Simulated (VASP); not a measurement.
Consider the following.

```yaml
crystal:
  lattice:
    - [3.18304, 0.00000, 0.00000]
    - [-1.59152, 2.75660, 0.00000]
    - [0.00000, 0.00000, 4.01779]
  atoms:
    - { symbol: Yb, position: [0.00000, 0.00000, 0.00000] }
    - { symbol: B, position: [0.33333, 0.66667, 0.50000] }
    - { symbol: B, position: [0.66667, 0.33333, 0.50000] }
```

Level of theory: r2SCAN+rVV10, VASP's PBE PAW potentials (set 64) (plane waves; VASP). Numerical set-up: 520 eV cut-off, 12×12×9 Γ-centred mesh, tetrahedra with Blöchl corrections, potentials Yb_2 B.

The 4f electrons are frozen in the core of the lanthanide potential, so 4f levels, which can set the real gap, and their magnetism are missing.

Give the energies of bands 4 to 10 at the high-symmetry points, in eV from the Fermi level.

```json
[
 {"band": "4", "Γ": "-11.57", "M": "-7.31", "K": "-6.32", "A": "-9.91", "L": "-8.28", "H": "-6.98"},
 {"band": "5", "Γ": "-1.62", "M": "-7.14", "K": "-6.32", "A": "-5.53", "L": "-5.79", "H": "-6.98"},
 {"band": "6", "Γ": "0.07", "M": "-1.96", "K": "-4.80", "A": "0.96", "L": "-2.01", "H": "-3.47"},
 {"band": "7", "Γ": "0.28", "M": "-1.26", "K": "-0.32", "A": "0.96", "L": "-1.40", "H": "-0.06"},
 {"band": "8", "Γ": "0.28", "M": "0.87", "K": "-0.32", "A": "4.07", "L": "-0.15", "H": "-0.06"},
 {"band": "9", "Γ": "7.16", "M": "3.43", "K": "4.83", "A": "5.06", "L": "6.08", "H": "7.18"},
 {"band": "10", "Γ": "7.16", "M": "7.07", "K": "4.83", "A": "5.06", "L": "6.81", "H": "9.39"}
]
```

It has no gap at this level: it comes out as a metal or semimetal.

The structure comes from a measured YbB2 entry (P6/mmm) of the Crystallography Open Database, whose conditions weren't checked. It was relaxed first.
